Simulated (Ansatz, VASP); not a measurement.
# Cross-check of Fe2O3 (Hematite) between VASP and Ansatz

One calculation is typed for both programs; each brings its own data sets. How far apart do they land? The cell is taken from a series of VASP runs on this material, whose earlier steps may have relaxed, scaled or displaced it; both programs get it as it stands. Other levels of theory on this material are compared in a session of their own. Valence electrons are named where the data sets of a main pair hold unlike numbers.

Calculated with Ansatz 0.2.0; plane waves, with VASP 6.6.1 beside it; band structure at r2SCAN, DFT+U.

In doubt: on Fe and Co compounds r2SCAN can change the orbital order between nearby geometries, unless the shell is half filled, which bears on forces and vibrations.

**1. Set-up**

Symmetry: R-3c, No. 167, trigonal system. The conventional cell has a = 5.038 Å, b = 5.038 Å, c = 13.772 Å, α = 90.00°, β = 90.00°, γ = 120.00°. Fe has 6 O at 1.95 to 2.12 Å nearest. O has 4 Fe at 1.95 to 2.12 Å nearest. Farther neighbours and most contacts between anions are not listed.

**2. Ansatz: band structure, r2SCAN, DFT+U**

Ansatz runs on its default PAW (the set named soft_2) files.

A single point gives forces, pressure and levels at one fixed geometry, so differences don't come from the geometry; what else differs is listed under the comparison.

Input file input.yaml:

```yaml
crystal:
  lattice:
    - [2.519, 1.4543453281, 4.5906666667]
    - [-2.519, 1.4543453281, 4.5906666667]
    - [0.0, -2.9086906562, 4.5906666667]
  atoms:
    - { symbol: Fe, position: [0.3553, 0.3553, 0.3553], spin: 3.0 }
    - { symbol: Fe, position: [0.1447, 0.1447, 0.1447], spin: -3.0 }
    - { symbol: Fe, position: [0.6447, 0.6447, 0.6447], spin: 3.0 }
    - { symbol: Fe, position: [0.8553, 0.8553, 0.8553], spin: -3.0 }
    - { symbol: O, position: [0.5559, 0.25, 0.9441] }
    - { symbol: O, position: [0.25, 0.9441, 0.5559] }
    - { symbol: O, position: [0.9441, 0.5559, 0.25] }
    - { symbol: O, position: [0.4441, 0.75, 0.0559] }
    - { symbol: O, position: [0.75, 0.0559, 0.4441] }
    - { symbol: O, position: [0.0559, 0.4441, 0.75] }
hamiltonian:
  xc: r2scan
  pseudopotentials: { kind: paw }
  hubbard: { sites: [{ species: Fe, l: d, u_eff: 2.6 }] }
magnetization:
  spin_polarized: true
kpoints:
  mp_grid: { grid: [6, 6, 6] }
  band_path:
    path:
      - [0.0, 0.0, 0.0]
      - [0.14286, 0.0, 0.0]
      - [0.28571, 0.0, 0.0]
      - [0.5, 0.0, 0.0]
      - [0.5, 0.03337, -0.03337]
      - [0.5, 0.13347, -0.13347]
      - [0.5, 0.20021, -0.20021]
      - [0.72836, 0.5, 0.27164]
      - [0.65224, 0.5, 0.34776]
      - [0.53806, 0.5, 0.46194]
      - [0.5, 0.5, 0.5]
      - [0.35714, 0.35714, 0.35714]
      - [0.14286, 0.14286, 0.14286]
      - [0.0, 0.0, 0.0]
      - [0.1048, 0.0, -0.1048]
      - [0.20959, 0.0, -0.20959]
      - [0.36679, 0.0, -0.36679]
      - [0.61418, 0.38582, 0.0]
      - [0.55709, 0.44291, 0.0]
      - [0.51903, 0.48097, 0.0]
      - [0.5, 0.5, 0.0]
      - [0.55709, 0.55709, 0.1001]
      - [0.59515, 0.59515, 0.16684]
      - [0.63321, 0.63321, 0.23358]
      - [0.59515, 0.59515, 0.3097]
      - [0.53806, 0.53806, 0.42388]
      - [0.5, 0.5, 0.5]
      - [0.57612, 0.1048, 0.1048]
      - [0.65224, 0.20959, 0.20959]
      - [0.76642, 0.36679, 0.36679]
    npoints: 1
scf:
  occupations: { method: gaussian, width: 0.03 }
  n_extra_bands: 19
output:
  forces: true
  stress: true
  eigenvalues: true
```

Launch:

```
$ ansatz run input.yaml --threads 4 --pin off --max-ram 9216MiB --backend cpu --events-out ev --progress --plain --runs-dir out
```

Numbers of over 12 decimals in the logs are rounded to 6 here.

Log:

```text
Fe: projections on atomic orbitals take those of the free atom [Ne] 3s2 3p6 3d6 4s2, of charge +0.00 (hamiltonian.pseudopotentials.projection_atoms); the dataset's partial waves leave at most 1.1e-6 of an orbital's norm unspanned inside its sphere
O: projections on atomic orbitals take those of the free atom [He] 2s2 2p4, of charge +0.00 (hamiltonian.pseudopotentials.projection_atoms); the dataset's partial waves leave at most 1.9e-8 of an orbital's norm unspanned inside its sphere
scf.n_extra_bands = 19 over 50 filled bands (N_el = 100.0): the run solves 69 bands
Engine: ansatz 0.2.0, aarch64-unknown-linux-gnu
Pseudopotentials: kind: paw
Pseudopotential: Fe, paw, valence charge 16, recommended cutoff 500 eV (meta_gga), Fe.paw.azcp
Pseudopotential: O, paw, valence charge 6, recommended cutoff 500 eV (meta_gga), O.paw.azcp
Functional definition: r2SCAN
  parameter k0 = 0.174
  parameter k1 = 0.065
  parameter a1 = 4.9479
  exchange = r2scan_x(k0 = k0, k1 = k1, a1 = a1)
  correlation = r2scan_c
Crystal: 10 atoms, lattice volume = 100.907 Å³
Basis set: ecut = 500 eV, 2555 PW (Γ), exchange–correlation on 160×160×160 points (64 copies of the dense FFT grid, shifted against one another)
Bands: 69, of which v1, the nominal top of the filled ones, is band 50 counted from 1 (49 counted from 0)
Symmetry: 6 space group operations
Space group: R-3 (ITA 148), of the structure as read, at distance tolerance 4.7e-5 Å
Magnetic group: BNS 167.107 (UNI 1337), of the structure as read, at distance tolerance 4.7e-5 Å
k-points: 40 of 216
Non-local potential: Fe, projectors of the file, l = 0: 3, l = 1: 2, l = 2: 3, l = 3: 1
Non-local potential: O, projectors of the file, l = 0: 2, l = 1: 2, l = 2: 1
PAW form: soft (Blöchl's): semilocal exchange-correlation on the pseudo side does not see the compensation charge
PAW frozen core: Fe, regenerated for the run's functional (the file was generated under x = pbe(κ = 0.804, μ = 0.219515), c = pbe(β = 0.066725))
PAW frozen core: O, regenerated for the run's functional (the file was generated under x = pbe(κ = 0.804, μ = 0.219515), c = pbe(β = 0.066725))
PAW one-centre angular grid: Fe, 590 points (default); XC on 160 Gauss nodes
PAW one-centre angular grid: O, 302 points (default); XC on 160 Gauss nodes
Initial density: superposition of atomic densities (chi_scale 0.1, normalization cell, long waves kept (reshape's long-wave potential 0.00 eV rms))
Starting moments: Σ|m| = 12 μB on 4 of 10 sites
Starting magnetic order: altermagnet, g-wave, bulk spin-momentum locking; spin-degenerate planes through Γ normal to [0 1 -1], [1 -1 0], [1 0 -1] of the run's lattice
Initial wavefunctions: pseudopotential atomic-orbital guess
Functional: x = r2scan, c = r2scan; τ floored in thin density (d = 2e-4 eV/Å³)
SCF iter   1: F=—  HF=-21348.364853 eV  |F-HF|=—  |Δ(HF+E_count)|=         —  Δρ=1.02e-1 (↑1.02e-1 ↓1.02e-1)  dr2=2.89e1  dr2_τ=9.23e-2  dr2_m=2.04e0  M=-0.000 μB ∫|m|=12.875 μB  β_m=1.00  ethr=3.10e-3  ⟨swp⟩=5.4  Hψ=18596  notcnv=0  defer=14
preconditioner: auto → Resta (q_TF=auto, 2.724 Å⁻¹)  ε∞=6.7  [insulator: Δε(μ)=0.232 eV  Ē_g=12.791 eV  σ=0.030 eV  W_gap=1.00  n_scr=32 (ndim 8)  ℏωp=30.5 eV  f_vac=0.000  D(μ)=0.00/eV (n_scr^D=0)  ε∞_Penn≈6.7]
spin=Collinear: Resta preconditioning applied to the charge; magnetization (m = ρ↑ − ρ↓) channel mixes plain (no charge-response kernel on spin).
SCF iter   2: F=—  HF=-21346.842789 eV  |F-HF|=—  |Δ(HF+E_count)|=    1.52e0  Δρ=9.86e-2 (↑9.86e-2 ↓9.86e-2)  dr2=5.87e0  dr2_τ=3.49e-1  dr2_m=7.41e0  M=0.000 μB ∫|m|=16.809 μB  β_m=1.00  ethr=3.10e-3  ⟨swp⟩=3.0  Hψ=11332  notcnv=0  defer=976  κ⁻¹=1.0e0(r=1)
SCF iter   3: F=—  HF=-21343.761742 eV  |F-HF|=—  |Δ(HF+E_count)|=    3.08e0  Δρ=2.96e-2 (↑2.96e-2 ↓2.96e-2)  dr2=2.95e0  dr2_τ=2.52e-2  dr2_m=3.78e-2  M=0.000 μB ∫|m|=17.115 μB  β_m=1.00  ethr=3.10e-3  ⟨swp⟩=3.0  Hψ=10066  notcnv=0  defer=1032  κ⁻¹=2.5e-3(r=2)
SCF iter   4: F=—  HF=-21348.315356 eV  |F-HF|=—  |Δ(HF+E_count)|=    4.55e0  Δρ=2.50e-2 (↑2.50e-2 ↓2.50e-2)  dr2=1.36e0  dr2_τ=5.81e-2  dr2_m=1.07e-1  M=0.000 μB ∫|m|=16.451 μB  β_m=0.30  ethr=2.95e-3  ⟨swp⟩=3.0  Hψ=8504  notcnv=0  defer=1040  κ⁻¹=2.0e-4(r=3)
SCF iter   5: F=—  HF=-21350.204847 eV  |F-HF|=—  |Δ(HF+E_count)|=    1.89e0  Δρ=1.78e-2 (↑1.78e-2 ↓1.78e-2)  dr2=9.44e-1  dr2_τ=2.23e-2  dr2_m=6.29e-2  M=0.000 μB ∫|m|=17.337 μB  β_m=1.00  ethr=1.36e-3  ⟨swp⟩=3.1  Hψ=9743  notcnv=0  defer=1040  κ⁻¹=6.9e-5(r=4)
SCF iter   6: F=—  HF=-21350.972530 eV  |F-HF|=—  |Δ(HF+E_count)|=   7.68e-1  Δρ=7.17e-3 (↑7.17e-3 ↓7.17e-3)  dr2=2.02e-1  dr2_τ=2.84e-3  dr2_m=8.11e-4  M=0.000 μB ∫|m|=17.321 μB  β_m=0.30  ethr=9.44e-4  ⟨swp⟩=2.2  Hψ=7258  notcnv=0  defer=1040  κ⁻¹=1.3e-5(r=5)
SCF iter   7: F=—  HF=-21351.637976 eV  |F-HF|=—  |Δ(HF+E_count)|=   6.65e-1  Δρ=3.54e-3 (↑3.54e-3 ↓3.54e-3)  dr2=4.52e-2  dr2_τ=3.96e-4  dr2_m=2.08e-3  M=0.000 μB ∫|m|=17.308 μB  β_m=1.00  ethr=2.02e-4  ⟨swp⟩=2.0  Hψ=10336  notcnv=0  defer=1040  κ⁻¹=2.9e-7(r=6)
SCF iter   8: F=—  HF=-21351.977345 eV  |F-HF|=—  |Δ(HF+E_count)|=   3.39e-1  Δρ=2.98e-3 (↑2.98e-3 ↓2.98e-3)  dr2=3.36e-2  dr2_τ=1.48e-4  dr2_m=8.93e-4  M=0.000 μB ∫|m|=17.348 μB  β_m=1.00  ethr=4.52e-5  ⟨swp⟩=2.3  Hψ=9092  notcnv=0  defer=1040  κ⁻¹=2.7e-7(r=7)
SCF iter   9: F=—  HF=-21352.151019 eV  |F-HF|=—  |Δ(HF+E_count)|=   1.74e-1  Δρ=1.40e-3 (↑1.40e-3 ↓1.40e-3)  dr2=7.19e-3  dr2_τ=7.89e-5  dr2_m=1.71e-4  M=0.000 μB ∫|m|=17.353 μB  β_m=1.00  ethr=3.36e-5  ⟨swp⟩=2.0  Hψ=9104  notcnv=0  defer=1040  κ⁻¹=3.4e-8(r=8)
SCF iter  10: F=—  HF=-21352.250986 eV  |F-HF|=—  |Δ(HF+E_count)|=   1.00e-1  Δρ=6.13e-4 (↑6.13e-4 ↓6.11e-4)  dr2=9.05e-4  dr2_τ=3.24e-5  dr2_m=1.66e-4  M=0.000 μB ∫|m|=17.360 μB  β_m=0.30  ethr=7.19e-6  ⟨swp⟩=2.0  Hψ=9104  notcnv=0  defer=1040
Mixer restart at iter 10: flushing history
spin-set hold released at iteration 10 (site moments contracting): the magnetisation degrees of freedom join the quasi-Newton model from the next iteration; the mixer history was flushed
SCF iter  11: F=—  HF=-21352.305834 eV  |F-HF|=—  |Δ(HF+E_count)|=   5.48e-2  Δρ=8.81e-4 (↑8.81e-4 ↓8.80e-4)  dr2=1.18e-3  dr2_τ=1.99e-5  dr2_m=5.02e-4  M=0.000 μB ∫|m|=17.379 μB  β_m=0.30  ethr=9.05e-7  ⟨swp⟩=2.0  Hψ=9728  notcnv=0  defer=1040  κ⁻¹=1.0e0(r=1)
SCF iter  12: F=—  HF=-21352.355548 eV  |F-HF|=—  |Δ(HF+E_count)|=   4.97e-2  Δρ=9.95e-4 (↑9.95e-4 ↓9.95e-4)  dr2=6.88e-4  dr2_τ=2.81e-5  dr2_m=8.04e-4  M=0.000 μB ∫|m|=17.405 μB  β_m=0.30  ethr=9.05e-7  ⟨swp⟩=2.0  Hψ=9012  notcnv=0  defer=1040  κ⁻¹=9.5e-2(r=2)
SCF iter  13: F=—  HF=-21352.364509 eV  |F-HF|=—  |Δ(HF+E_count)|=   8.96e-3  Δρ=5.14e-4 (↑5.14e-4 ↓5.14e-4)  dr2=1.33e-4  dr2_τ=9.82e-6  dr2_m=2.10e-4  M=0.000 μB ∫|m|=17.417 μB  β_m=0.30  ethr=6.88e-7  ⟨swp⟩=2.0  Hψ=9536  notcnv=0  defer=1040  κ⁻¹=1.9e-2(r=3)
SCF iter  14: F=—  HF=-21352.365137 eV  |F-HF|=—  |Δ(HF+E_count)|=   6.28e-4  Δρ=1.19e-4 (↑1.19e-4 ↓1.19e-4)  dr2=2.20e-5  dr2_τ=5.15e-7  dr2_m=5.15e-6  M=0.000 μB ∫|m|=17.421 μB  β_m=0.30  ethr=1.33e-7  ⟨swp⟩=2.0  Hψ=8850  notcnv=0  defer=1040  κ⁻¹=7.7e-3(r=4)
SCF iter  15: F=—  HF=-21352.365203 eV  |F-HF|=—  |Δ(HF+E_count)|=   6.60e-5  Δρ=6.42e-5 (↑6.42e-5 ↓6.42e-5)  dr2=4.94e-6  dr2_τ=2.22e-7  dr2_m=2.02e-6  M=0.000 μB ∫|m|=17.422 μB  β_m=0.30  ethr=2.20e-8  ⟨swp⟩=2.0  Hψ=8480  notcnv=0  defer=1040  κ⁻¹=6.3e-4(r=5)
SCF iter  16: F=—  HF=-21352.365208 eV  |F-HF|=—  |Δ(HF+E_count)|=   4.99e-6  Δρ=2.68e-5 (↑2.68e-5 ↓2.68e-5)  dr2=1.29e-6  dr2_τ=4.79e-8  dr2_m=1.39e-7  M=0.000 μB ∫|m|=17.422 μB  β_m=0.30  ethr=4.94e-9  ⟨swp⟩=2.0  Hψ=8320  notcnv=0  defer=1040  κ⁻¹=5.3e-5(r=6)
SCF iter  17: F=—  HF=-21352.365209 eV  |F-HF|=—  |Δ(HF+E_count)|=   3.77e-7  Δρ=6.26e-6 (↑6.25e-6 ↓6.26e-6)  dr2=9.41e-8  dr2_τ=2.46e-9  dr2_m=1.15e-8  M=0.000 μB ∫|m|=17.422 μB  β_m=0.30  ethr=1.00e-10  ⟨swp⟩=9.9  Hψ=29348  notcnv=0  κ⁻¹=1.0e-5(r=7)
SCF iter  18: F=-21352.365209 eV  HF=-21352.365209 eV  |F-HF|=7.19e-8  |Δ(HF+E_count)|=   1.14e-7  Δρ=4.57e-6 (↑4.57e-6 ↓4.57e-6)  dr2=3.72e-8  dr2_τ=7.78e-10  dr2_m=5.18e-9  M=0.000 μB ∫|m|=17.422 μB  ethr=9.41e-11  ⟨swp⟩=3.4  Hψ=14799  notcnv=0
SCF 1 converged in 18 iterations: F = -21352.365209 eV  dr2 = 3.72e-8
  greatest PAW one-centre occupation: 1.005 electrons in one spin orbital (limit 2), on the Fe atom at site 2 (counted from 0), in its partial waves of l = 1
this state was not tested for a lower state beside it, because the mixer in use, unlike msr1, does not test its closes by its own steps (another_mixer; see scf.mixing.algorithm and scf.lower_state_search)
NSCF: frozen V_eff on 30 k-points
SCF converged after 18 iterations
Magnetization: 0.0000 μB (50.0000 up, 50.0000 down)
Absolute magnetization: 17.4378 μB (∫|ρ↑−ρ↓|, with the PAW one-centre terms)
Spin contamination: 9.4469 ħ² per cell (⟨S²⟩ above its minimum at these occupations)
Per-site moments (μB) at R_I (Å): [(3.886053, 0.802588), (-3.886053, 0.802588), (3.886053, 0.802588), (-3.886053, 0.802588), (-6.37391850644646e-10, 0.802588), (-6.373917674682539e-10, 0.802588), (-6.373920079940854e-10, 0.802588), (-6.373918504707429e-10, 0.802588), (-6.373915369885773e-10, 0.802588), (-6.373917568555399e-10, 0.802588)]
Free energy (F): -21352.365209 eV
Harris-Foulkes:  -21352.365209 eV  (|F-HF|=7.19e-8)
Internal energy: -21352.365209 eV  (E = F + TS)
E sigma→0 (E₀):  -21352.365209 eV
Fermi energy:    11.645414 eV
--- Per-component energies (eV) ---
  E_band       = -1484.769267
  E_kinetic    = 2393.542629
  E_local      = -12101.724967  (includes V_loc(G=0)·N_el)
  E_nonlocal   = 1196.723594
  E_hartree    = 4871.176175
  E_xc         = -882.316204
  E_vxc        = -1286.522814  (∫ρ·V_xc dr)
  E_hubbard    = 3.653582  (on-site DFT+U / exact-exchange correction)
  E_vhub       = -22.795931  (the Hubbard potential's part of the band-sum identity)
  E_paw        = -6471.830251  (= ΣΔE_a)
  E_vpaw       = -1492.284061  (= ΣTr[D̂ρ^β])
  E_aug_tail   = 0.007418  (compensation charges beyond the density's cutoff)
  E_vtau       = 85.923415  (kinetic-family band-sum trace: ∫τ·v_τ [+ j·A + Jᵃ·Aᵃ] dr)
  E_ewald      = -10360.247639
  E_core_change = -1.349545  (= ΣΔE_core)
  E_smearing   = -0.000000  (= −TS)
  E_closure    = -0.000000  (closes the sum)
  Σ components = -21352.365209   (vs F -21352.365209, Δ=0.00e0)
--- Forces (eV/Å), atoms counted from 1 ---
  atom   1  Fe     0.00000000    -0.00000000    -0.06140115
  atom   2  Fe    -0.00000000     0.00000000     0.06140114
  atom   3  Fe    -0.00000000     0.00000000     0.06140115
  atom   4  Fe     0.00000000    -0.00000000    -0.06140114
  atom   5  O     -0.02133431    -0.03695211     0.00000000
  atom   6  O     -0.02133431     0.03695211     0.00000000
  atom   7  O      0.04266862     0.00000000     0.00000000
  atom   8  O      0.02133431     0.03695211    -0.00000000
  atom   9  O      0.02133431    -0.03695211    -0.00000000
  atom  10  O     -0.04266862    -0.00000000    -0.00000000
  max |Σ_I F_I| component: 1.39e-17 eV/Å
--- Stress (GPa, compression-positive) ---
        1.419464      -0.000000      -0.000000
        0.000000       1.419464      -0.000000
       -0.000000      -0.000000       0.829338
  P = ⅓ Tr σ = 1.2228 GPa (12.228 kbar)
--- Band table (eV; the first three rows and the last of 80) ---
  k-point 0 ↑: bands = [... 46 lower, 9.9428, 9.9428, 9.9861, 9.9861, 13.1079, 13.3122, 13.3122, 13.4766, ... 15 higher]
  k-point 1 ↑: bands = [... 46 lower, 9.6056, 9.6639, 10.0770, 10.2558, 13.0885, 13.1987, 13.2882, 13.4744, ... 15 higher]
  k-point 2 ↑: bands = [... 46 lower, 9.4571, 9.5477, 10.1394, 10.2296, 13.0252, 13.0342, 13.2755, 13.3945, ... 15 higher]
  k-point 39 ↓: bands = [... 46 lower, 9.6402, 9.6402, 10.1543, 10.1543, 13.1964, 13.1964, 13.2446, 13.2876, ... 15 higher]
Occupation matrices written to <dir>
```

Wall time 47 s (4 threads of Arm Neoverse V1, shared host); peak memory 1.3 GiB.

(Part 1 of 2 ends here.)

[Lines on the potential files, build, host, timing and source positions are cut from VASP's logs without a mark.]

[Logs are printed without paths, hosts, clocks, repeated set-up lines and the standing remarks that a program may print on its own settings, such as how far it seeks lower states.]

[Hosts, paths, dates, database ids (printed as entryN), source tags and the programs' standing remarks are cut or masked in the printed files.]
